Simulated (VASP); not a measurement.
Consider the following.

```yaml
crystal:
  lattice:
    - [4.79853, 0.00000, 0.00000]
    - [0.00000, 4.79853, 0.00000]
    - [0.00000, 0.00000, 4.79853]
  atoms:
    - { symbol: Si, position: [0.16242, 0.33758, 0.66242] }
    - { symbol: Si, position: [0.33758, 0.66242, 0.16242] }
    - { symbol: Si, position: [0.66242, 0.16242, 0.33758] }
    - { symbol: Si, position: [0.83758, 0.83758, 0.83758] }
    - { symbol: Ru, position: [0.87059, 0.62941, 0.37059] }
    - { symbol: Ru, position: [0.62941, 0.37059, 0.87059] }
    - { symbol: Ru, position: [0.37059, 0.87059, 0.62941] }
    - { symbol: Ru, position: [0.12941, 0.12941, 0.12941] }
```

Level of theory: PBE GGA, VASP's PBE PAW potentials (set 64) (plane waves; VASP 6.6.1). Numerical set-up: 300 eV cut-off, 6×6×6 Γ-centred mesh, Fermi-Dirac smearing of 0.020 eV, potentials Si Ru_pv.

### Question
Give the energies of bands 29 to 42 at the high-symmetry points, in eV from the valence-band maximum.

### Answer

```csv
band,Γ,X,M,R,X1
29,-2.20,-2.44,-2.14,-1.34,-2.44
30,-2.20,-2.44,-2.14,-1.34,-2.44
31,-2.20,-1.90,-1.92,-1.34,-1.90
32,-0.45,-1.90,-1.92,-1.34,-1.90
33,-0.45,-0.81,-1.55,-0.98,-0.81
34,-0.45,-0.81,-1.55,-0.98,-0.81
35,-0.27,-0.13,-0.77,-0.98,-0.13
36,-0.27,-0.13,-0.77,-0.98,-0.13
37,0.93,0.28,0.98,0.65,0.28
38,0.93,0.28,0.98,0.65,0.28
39,0.93,2.14,1.38,0.65,2.14
40,2.92,2.14,1.38,0.65,2.14
41,2.92,2.56,3.04,4.04,2.56
42,2.92,2.56,3.04,4.04,2.56
```

The gap is indirect, 0.22 eV, from the valence maximum at Γ-X at 0.43 to the conduction minimum at (-0.17, 0.33, 0.00).

The structure comes from a computed database's SiRu entry; how it stands against other phases isn't given here. The cell was not relaxed at this level.
